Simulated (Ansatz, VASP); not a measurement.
# Na2Sb5: VASP beside Ansatz

```
CELL_PARAMETERS angstrom
0.00000 5.52259 5.52259
5.52259 0.00000 5.52259
5.52259 5.52259 0.00000
ATOMIC_POSITIONS crystal
Na 0.50000 0.50000 0.50000
Na 0.75000 0.75000 0.75000
Sb 0.00000 0.00000 0.00000
Sb 0.15318 0.54045 0.15318
Sb 0.15318 0.15318 0.15318
Sb 0.54045 0.15318 0.15318
Sb 0.15318 0.15318 0.54045
```

Alike in both runs: functional PBE; k mesh 6 × 6 × 6; occupations gaussian, width 0.1 eV; no spin polarisation.

Ansatz relaxed the structure, and its values are those at the end. VASP's run is a single point on that final structure, the one shown.

```csv
,VASP,Ansatz
version,VASP 6.6.1,Ansatz 0.2.0
potentials or method,"VASP PAW PBE potentials, release 64 (Na_pv, Sb)","scalar-relativistic, plane waves, PAW"
plane-wave cutoff (eV),520,420
valence electrons in the cell,39,93
```

```csv
,VASP,Ansatz,Ansatz less VASP
gap on the k mesh at the Fermi level (eV),none,none,-
pressure (GPa),0.0,0.0,-0.01
rms of the force components (eV/Å),0.003,0.005,+0.0020
```

A gap of «none» marks a metal or a gap that the smearing closes. The two sets of potentials don't hold the same shells in valence.

The runs have no spin-orbit coupling, so splittings on Sb are missing.
